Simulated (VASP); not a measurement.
Output of a VASP run:

### OSZICAR
```
       N       E                     dE             d eps       ncg     rms          rms(c)
DAV:   1    -0.230356997767E+01   -0.23036E+01   -0.13714E+03   588   0.592E+02
DAV:   2    -0.630100981062E+01   -0.39974E+01   -0.39974E+01   810   0.644E+01
DAV:   3    -0.636286192521E+01   -0.61852E-01   -0.61852E-01   672   0.702E+00
DAV:   4    -0.636330839170E+01   -0.44647E-03   -0.44647E-03   762   0.583E-01
DAV:   5    -0.636331421501E+01   -0.58233E-05   -0.58233E-05   696   0.450E-02    0.292E+00
DAV:   6    -0.617803824905E+01    0.18528E+00   -0.14929E-01   678   0.180E+00    0.148E+00
DAV:   7    -0.611398848171E+01    0.64050E-01   -0.20478E-01   738   0.233E+00    0.225E-01
DAV:   8    -0.611574672176E+01   -0.17582E-02   -0.50708E-03   660   0.645E-01    0.444E-02
DAV:   9    -0.611569450271E+01    0.52219E-04   -0.22616E-04   846   0.945E-02    0.813E-03
DAV:  10    -0.611568841185E+01    0.60909E-05   -0.52204E-06   630   0.213E-02    0.214E-03
DAV:  11    -0.611568740751E+01    0.10043E-05   -0.27687E-07   372   0.445E-03    0.510E-04
DAV:  12    -0.611568680680E+01    0.60071E-06   -0.31860E-08   288   0.181E-03
   1 F= -.63496029E+01 E0= -.63496029E+01  d E =-.634960E+01
```

**OUTCAR**
```
------------------------ aborting loop because EDIFF is reached ----------------------------------------
 Edisp (eV)   -0.23392
  FORCE on cell =-STRESS in cart. coord.  units (eV):
  Direction    XX          YY          ZZ          XY          YZ          ZX
  --------------------------------------------------------------------------------------
  Total      -0.00047    -0.00047    -0.00047     0.00000    -0.00000     0.00000
  in kB      -0.05032    -0.05032    -0.05032     0.00000    -0.00000     0.00000
  external pressure =       -0.05 kB  Pullay stress =        0.00 kB
  volume of cell :       14.88
      direct lattice vectors                 reciprocal lattice vectors
     0.000000000  1.952343729  1.952343729    -0.256102444  0.256102444  0.256102444
     1.952343729  0.000000000  1.952343729     0.256102444 -0.256102444  0.256102444
     1.952343729  1.952343729  0.000000000     0.256102444  0.256102444 -0.256102444
  FREE ENERGIE OF THE ION-ELECTRON SYSTEM (eV)
  ---------------------------------------------------
  free  energy   TOTEN  =        -6.3496028621 eV

  energy  without entropy=       -6.3496028621  energy(sigma->0) =       -6.34960286

 reached required accuracy - stopping structural energy minimisation
```
(Selected blocks of OUTCAR.)

File POSCAR:
```
LiH
1
   -0.0000000000     1.9523437288     1.9523437288
    1.9523437288     0.0000000000     1.9523437288
    1.9523437288     1.9523437288    -0.0000000000
Li H
1 1
Direct
  1.0000000000   1.0000000000   0.0000000000
  0.5000000000   0.5000000000   0.5000000000
```

### Question
Write an INCAR and KPOINTS that could have produced this output.

### Answer
This is not unique; one that fits is the input of the run itself, PBE GGA with D3 dispersion (zero damping), plane waves, VASP's PBE PAW potentials (set 64).

### KPOINTS
```
Automatic mesh
0
Gamma
10 10 10
0 0 0
```

INCAR:
```
! general
SYSTEM=LiH
PREC  =Accurate
ENCUT =520
LREAL =F
LASPH =T

! electronic loop
EDIFF =1E-6
NELM  =100
ALGO  =Normal

! smearing
ISMEAR=0
SIGMA =0.05

! functional
GGA   =PE
IVDW  =11

! ions
IBRION=2
NSW   =60
ISIF  =3
EDIFFG=-0.01

! output
LWAVE =F
LCHARG=F
```

POTCAR, in this order: Li_sv H (PBE.64 set). Program: vasp_std.

The compound is LiH in the rock salt structure. It was relaxed first, which changed the volume by -12 %. The start is the result of an earlier pass.
